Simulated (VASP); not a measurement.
# In2Au under strain

How does the pressure of In2Au answer to a change of volume? The bands are shown for each cell. All runs use LDA. Left out of this account: 1 further run (self-consistent run: a reference on another mesh). The start is a cell from a database of measured crystal structures.

Method: LDA; plane waves and PAW (In_d, Au), in VASP 6.6.1.

The database entry behind the starting cell differs from later determinations by our own check (0.1 to 0.3 % short, probably kX units), so it need not match the best structure at ambient conditions.

## 1. The starting structure

The structure is cubic, space group Fm-3m (No. 225). Conventional cell: a = 6.502 Å, b = 6.502 Å, c = 6.502 Å, α = 90.00°, β = 90.00°, γ = 90.00°. In has 4 Au at 2.82 Å nearest. Au has 8 In at 2.82 Å nearest. Farther neighbours are not listed.

As a file:

```cif
data_structure
_symmetry_space_group_name_H-M 'Fm-3m'
_symmetry_Int_Tables_number 225
_cell_length_a 6.5020
_cell_length_b 6.5020
_cell_length_c 6.5020
_cell_angle_alpha 90.000
_cell_angle_beta 90.000
_cell_angle_gamma 90.000
_cell_volume 274.88
loop_
_atom_site_label
_atom_site_type_symbol
_atom_site_symmetry_multiplicity
_atom_site_Wyckoff_symbol
_atom_site_fract_x
_atom_site_fract_y
_atom_site_fract_z
_atom_site_occupancy
In1 In 8 c 0.25000 0.75000 0.75000 1
Au1 Au 4 a 0.00000 0.00000 0.00000 1
```

## 2. Bands, cell as listed

The mesh alone shows little of the dispersion and can miss band extrema, so KPOINTS_OPT adds a path through the symmetry points after the self-consistent cycle. LDA, the lowest rung, knows the local density alone.

File INCAR:

```
SYSTEM = In2Au
PREC = Accurate
ENCUT = 400
EDIFF = 1E-06
NELM = 100
ISMEAR = -1
SIGMA = 0.05
LREAL = .FALSE.
ALGO = Normal
GGA = CA
NBANDS = 31
LASPH = .TRUE.
LORBIT = 11
LWAVE = .FALSE.
LCHARG = .FALSE.
KPAR = 4
```

File POSCAR:

```
In2Au
1.0
    0.0000000000      3.2510000000      3.2510000000
    3.2510000000      0.0000000000      3.2510000000
    3.2510000000      3.2510000000      0.0000000000
In Au
2 1
Direct
    0.2500000000      0.2500000000      0.2500000000
    0.7500000000      0.7500000000      0.7500000000
    0.0000000000      0.0000000000      0.0000000000
```

File KPOINTS:

```
Automatic mesh
0
Gamma
8 8 8
0 0 0
```

File KPOINTS_OPT:

```
Line mode
16
Line-mode
Reciprocal
  0.00000000   0.00000000   0.00000000 GAMMA
  0.50000000   0.00000000   0.50000000 X

  0.50000000   0.00000000   0.50000000 X
  0.50000000   0.25000000   0.75000000 W

  0.50000000   0.25000000   0.75000000 W
  0.37500000   0.37500000   0.75000000 K

  0.37500000   0.37500000   0.75000000 K
  0.00000000   0.00000000   0.00000000 GAMMA

  0.00000000   0.00000000   0.00000000 GAMMA
  0.50000000   0.50000000   0.50000000 L

  0.50000000   0.50000000   0.50000000 L
  0.62500000   0.25000000   0.62500000 U

  0.62500000   0.25000000   0.62500000 U
  0.50000000   0.25000000   0.75000000 W

  0.50000000   0.25000000   0.75000000 W
  0.50000000   0.50000000   0.50000000 L

  0.50000000   0.50000000   0.50000000 L
  0.37500000   0.37500000   0.75000000 K

  0.62500000   0.25000000   0.62500000 U
  0.50000000   0.00000000   0.50000000 X
```

The projector-augmented-wave data sets are In_d and Au (LDA family, release 64).

The run is started by

```console
$ mpirun -np 4 vasp_std
```

What it wrote:

```text
[banner, memory and clock lines left out]
running    4 mpi-ranks, on    1 nodes
 distrk:  each k-point on    1 cores,    4 groups
 distr:  one band on    1 cores,    1 groups

 POSCAR found type information on POSCAR InAu
 POSCAR found :  2 types and       3 ions
 LDA part: xc-table for (Slater(with rela. corr.)+CA(PZ))
 , standard interpolation
 POSCAR, INCAR and KPOINTS ok, starting setup
 FFT: planning ... GRIDC
 FFT: planning ... GRID_SOFT
 FFT: planning ... GRID
 WAVECAR not read
 entering main loop
       N       E                     dE             d eps       ncg     rms          rms(c)
DAV:   1     0.325343196495E+03    0.32534E+03   -0.14460E+04  1870   0.133E+03
DAV:   2     0.201015579281E+02   -0.30524E+03   -0.28745E+03  1840   0.368E+02
DAV:   3    -0.114207613937E+02   -0.31522E+02   -0.31120E+02  2086   0.124E+02
DAV:   4    -0.124059871178E+02   -0.98523E+00   -0.98443E+00  2106   0.225E+01
DAV:   5    -0.124554893099E+02   -0.49502E-01   -0.49496E-01  2776   0.462E+00    0.840E+00
DAV:   6    -0.117837223692E+02    0.67177E+00   -0.21286E+00  2101   0.104E+01    0.477E+00
DAV:   7    -0.117219660848E+02    0.61756E-01   -0.12024E-01  2525   0.390E+00    0.273E+00
DAV:   8    -0.117003687745E+02    0.21597E-01   -0.28977E-02  2643   0.167E+00    0.289E-01
DAV:   9    -0.116992903062E+02    0.10785E-02   -0.43561E-03  2554   0.883E-01    0.236E-01
DAV:  10    -0.116992592593E+02    0.31047E-04   -0.40661E-04  2245   0.178E-01    0.466E-02
DAV:  11    -0.116992583354E+02    0.92395E-06   -0.14203E-05  2267   0.327E-02    0.162E-02
DAV:  12    -0.116992596303E+02   -0.12949E-05   -0.25966E-06  1829   0.105E-02    0.346E-03
DAV:  13    -0.116992597066E+02   -0.76283E-07   -0.28407E-07  1271   0.437E-03
   1 F= -.11699260E+02 E0= -.11697251E+02  d E =-.401798E-02
 Start KPOINTS_OPT (optional k-point list driver)
k-point batch [1-29\160]
       N       E                     dE             ncg
DAV:   1     0.714364158689E+04   -0.14502E+05     1913
DAV:   2    -0.143104844229E+04   -0.85747E+04     1868
DAV:   3    -0.231834511755E+04   -0.88730E+03     2147
DAV:   4    -0.234784370374E+04   -0.29499E+02     2136
DAV:   5    -0.234937648815E+04   -0.15328E+01     2719
DAV:   6    -0.234939296626E+04   -0.16478E-01     2279
DAV:   7    -0.234939373681E+04   -0.77055E-03     2722
DAV:   8    -0.234939374969E+04   -0.12882E-04     2120
DAV:   9    -0.234939375016E+04   -0.46243E-06     1380
[...]
k-point batch [146-160\160]
       N       E                     dE             ncg
DAV:   1     0.169912518869E+05   -0.12051E+05      974
DAV:   2     0.125458617687E+05   -0.44454E+04      944
DAV:   3     0.120838508284E+05   -0.46201E+03     1167
DAV:   4     0.120689514118E+05   -0.14899E+02     1153
DAV:   5     0.120682231315E+05   -0.72828E+00     1367
DAV:   6     0.120682135464E+05   -0.95851E-02     1227
DAV:   7     0.120682131549E+05   -0.39146E-03     1346
DAV:   8     0.120682131478E+05   -0.71389E-05     1195
DAV:   9     0.120682131476E+05   -0.21730E-06      733
```

Wall time 30 s (4 MPI ranks of Intel Xeon Platinum 8559C (Emerald Rapids), shared host); peak memory 0.75 GiB.

Lines that name or quote the potential files are left out of all logs, and their timing lines are given in words.

From OUTCAR (step 2):

```text
ion  position               nearest neighbor table
   1  0.250  0.250  0.250-   3 2.82   3 2.82   3 2.82   3 2.82   2 3.25   2 3.25   2 3.25   2 3.25
                             2 3.25   2 3.25
   2  0.750  0.750  0.750-   3 2.82   3 2.82   3 2.82   3 2.82   1 3.25   1 3.25   1 3.25   1 3.25
                             1 3.25   1 3.25
   3  0.000  0.000  0.000-   2 2.82   2 2.82   2 2.82   1 2.82   2 2.82   1 2.82   1 2.82   1 2.82

  LATTYP: Found a face centered cubic cell.
 ALAT       =     6.5020000000

 Subroutine GETGRP returns: Found 48 space group operations
 (whereof 48 operations were pure point group operations)

The static configuration has the point symmetry O_h .

 Found     29 irreducible k-points:

   k-points           NKPTS =     29   k-points in BZ     NKDIM =     29   number of bands    NBANDS=     31

   dimension x,y,z NGX =    30 NGY =   30 NGZ =   30
   dimension x,y,z NGXF=    60 NGYF=   60 NGZF=   60

   ENCUT  =  400.0 eV  29.40 Ry    5.42 a.u.   7.50  7.50  7.50*2*pi/ulx,y,z

   NELECT =      37.0000    total number of electrons

 k-points in reciprocal lattice and weights: Automatic mesh
   0.00000000  0.00000000  0.00000000       0.002
   0.12500000  0.00000000  0.00000000       0.016
   0.25000000  0.00000000  0.00000000       0.016
   0.37500000  0.00000000  0.00000000       0.016
   0.50000000  0.00000000  0.00000000       0.008
   0.12500000  0.12500000  0.00000000       0.012
   0.25000000  0.12500000  0.00000000       0.047
   0.37500000  0.12500000  0.00000000       0.047
   0.50000000  0.12500000  0.00000000       0.047
[...]
-0.37500000  0.50000000  0.12500000       0.023
  -0.25000000  0.50000000  0.25000000       0.012

 average (electrostatic) potential at core
       1 -92.8490       2 -92.8490       3 -66.6701

 E-fermi :   7.8330

 k-point     1 :       0.0000    0.0000    0.0000
  band No.  band energies     occupation
    ...
     12       2.2104      2.00000
     13       2.2104      2.00000
     14       2.2104      2.00000
     15       3.0910      2.00000
     16       3.0910      2.00000
     17       8.0501      0.02572
     18      10.9531      0.00000
     19      10.9531      0.00000
     20      10.9531      0.00000
     21      11.6350      0.00000
    ...

 k-point     2 :       0.1250    0.0000    0.0000
  band No.  band energies     occupation
    ...
     13       2.2620      2.00000
     14       2.2620      2.00000
     15       3.0710      2.00000
     16       3.0710      2.00000
     17       7.6604      1.93859
     18       9.4008      0.00000
     19      10.2878      0.00000
     20      10.2878      0.00000
     21      11.7029      0.00000
     22      12.0639      0.00000
    ...

 k-point     3 :       0.2500    0.0000    0.0000
  band No.  band energies     occupation
    ...
     13       2.3769      2.00000
     14       2.3769      2.00000
     15       3.0405      2.00000
     16       3.0405      2.00000
     17       5.8484      2.00000
     18       9.1898      0.00000
     19       9.4984      0.00000
     20       9.4984      0.00000
     21      11.4676      0.00000
     22      11.9354      0.00000
    ...

  Total       -0.4762518     -0.4762518     -0.4762518      0.0000000     -0.0000000      0.0000000
  in kB      -11.1036637    -11.1036637    -11.1036637      0.0000000     -0.0000000      0.0000000
  external PRESSURE =     -11.1036637 kB  Pullay stress =       0.0000000 kB

  energy-cutoff  :      400.00
  volume of cell :       68.72
      direct lattice vectors                 reciprocal lattice vectors
     0.000000000  3.251000000  3.251000000    -0.153798831  0.153798831  0.153798831
     3.251000000  0.000000000  3.251000000     0.153798831 -0.153798831  0.153798831
     3.251000000  3.251000000  0.000000000     0.153798831  0.153798831 -0.153798831

 POSITION                                       TOTAL-FORCE (eV/Angst)
 -----------------------------------------------------------------------------------
      1.62550      1.62550      1.62550         0.000000     -0.000000     -0.000000
      4.87650      4.87650      4.87650        -0.000000      0.000000      0.000000
      0.00000      0.00000      0.00000        -0.000000      0.000000      0.000000
 -----------------------------------------------------------------------------------
    total drift:                                0.000000     -0.000000      0.000000

  FREE ENERGIE OF THE ION-ELECTRON SYSTEM (eV)
  ---------------------------------------------------
  free  energy   TOTEN  =       -11.6992597066 eV

  energy  without entropy=      -11.6952417273  energy(sigma->0) =      -11.69725072

 total charge
# of ion       s       p       d       tot
------------------------------------------
    1        0.905   0.650   9.876  11.431
    2        0.905   0.650   9.876  11.431
    3        0.690   0.457   8.651   9.798
--------------------------------------------------
tot          2.501   1.757  28.403  32.661

[... 3 further parts left out ...]
```

This run has no spin polarisation. Its electron count is odd, so without a moment it is a metal by construction. Spin-orbit coupling is off here; with elements this heavy it splits and shifts levels by tenths of an eV or more.

Numbers from this step:

- SCF cycles: 13
- electrons: 37
- bands: 31
- irreducible k-points: 29
- symmetry operations: 48
- free energy (TOTEN): -11.70 eV
- energy at zero smearing: -11.70 eV
- Fermi energy: 7.833 eV
- pressure: -1.110 GPa
- metallic: yes

Electronic bands along the path, in eV, zero at the Fermi level; # counts the bands kept, so #1 is VASP's band 11:

| point | #6 | #7 | #8 | #9 | #10 | #11 | #12 | #13 |
| --- | --- | --- | --- | --- | --- | --- | --- | --- |
| Γ | -4.74 | 0.22 | 3.12 | 3.12 | 3.12 | 3.80 | 3.80 | 3.80 |
| 0.47 of the way | -4.76 | -0.50 | -0.13 | 0.04 | 0.04 | 3.30 | 5.68 | 6.27 |
| X | -4.77 | -4.21 | -1.86 | -1.86 | -0.27 | 2.48 | 8.99 | 8.99 |
| 0.47 of the way | -4.67 | -4.38 | -2.74 | -1.98 | 1.04 | 3.25 | 6.77 | 8.41 |
| W | -4.52 | -3.90 | -3.90 | -2.10 | 3.66 | 3.66 | 5.10 | 5.86 |
| 0.47 of the way | -4.59 | -4.20 | -3.48 | -1.78 | 2.20 | 4.66 | 5.01 | 6.80 |
| K | -4.74 | -4.30 | -3.33 | -1.11 | 1.07 | 4.46 | 6.61 | 6.76 |
| 0.53 of the way | -4.75 | -1.55 | -1.39 | 1.99 | 2.86 | 2.87 | 3.86 | 4.83 |
| Γ | -4.74 | 0.22 | 3.12 | 3.12 | 3.12 | 3.80 | 3.80 | 3.80 |
| 0.53 of the way | -4.79 | -2.25 | 1.38 | 1.57 | 1.57 | 3.56 | 4.06 | 4.06 |
| L | -4.76 | -4.64 | 0.90 | 0.90 | 1.75 | 2.78 | 3.67 | 3.67 |
| 0.47 of the way | -4.75 | -4.58 | -1.54 | 0.05 | 1.78 | 3.96 | 4.82 | 5.92 |
| U | -4.74 | -4.30 | -3.33 | -1.11 | 1.07 | 4.46 | 6.61 | 6.76 |
| 0.53 of the way | -4.59 | -4.20 | -3.48 | -1.78 | 2.20 | 4.66 | 5.01 | 6.80 |
| W | -4.52 | -3.90 | -3.90 | -2.10 | 3.66 | 3.66 | 5.10 | 5.86 |
| 0.47 of the way | -4.68 | -4.46 | -2.24 | -0.78 | 2.80 | 3.17 | 5.96 | 6.61 |
| L | -4.76 | -4.64 | 0.90 | 0.90 | 1.75 | 2.78 | 3.67 | 3.67 |
| 0.47 of the way | -4.75 | -4.58 | -1.54 | 0.05 | 1.78 | 3.96 | 4.82 | 5.92 |
| K | -4.74 | -4.30 | -3.33 | -1.11 | 1.07 | 4.46 | 6.61 | 6.76 |
| jump to U | -4.74 | -4.30 | -3.33 | -1.11 | 1.07 | 4.46 | 6.61 | 6.76 |
| 0.47 of the way | -4.74 | -4.36 | -2.66 | -1.64 | 0.46 | 3.06 | 7.96 | 7.97 |
| X | -4.77 | -4.21 | -1.86 | -1.86 | -0.27 | 2.48 | 8.99 | 8.99 |

Of the projections kept (In, Au), the largest for each band there; the rest of the weight can lie on other orbitals:

| point | #6 | #7 | #8 | #9 | #10 | #11 | #12 | #13 |
| --- | --- | --- | --- | --- | --- | --- | --- | --- |
| Γ | Au 0.98 | In 1.00 | In 0.66 | In 0.66 | In 0.66 | Au 0.55 | Au 0.55 | Au 0.55 |
| X | Au 1.00 | Au 0.90 | In 0.74 | In 0.74 | In 0.56 | Au 0.63 | In 0.89 | In 0.89 |
| W | Au 0.92 | Au 0.67 | Au 0.67 | Au 0.54 | In 0.77 | In 0.77 | In 0.52 | Au 0.55 |
| K | Au 0.82 | Au 0.79 | Au 0.67 | In 0.68 | In 0.61 | In 0.56 | In 0.83 | In 0.87 |
| Γ | Au 0.98 | In 1.00 | In 0.66 | In 0.66 | In 0.66 | Au 0.55 | Au 0.55 | Au 0.55 |
| L | Au 0.98 | Au 0.91 | In 0.68 | In 0.68 | In 0.52 | In 0.99 | In 0.69 | In 0.69 |

There is no gap at this level.

(Part 1 of 4 ends here.)

[Lines on the potential files, build, host, timing and source positions are cut from VASP's logs without a mark.]

[Logs are printed without paths, hosts, clocks, repeated set-up lines and the standing remarks that a program may print on its own settings, such as how far it seeks lower states.]

[Hosts, paths, dates, database ids (printed as entryN), source tags and the programs' standing remarks are cut or masked in the printed files.]

[A measured line is paired with the nearest computed mode of its activity, which favours agreement.]

[In band tables of VASP the shares of atoms and orbitals are scaled to a sum of 1 inside the atoms' spheres.]
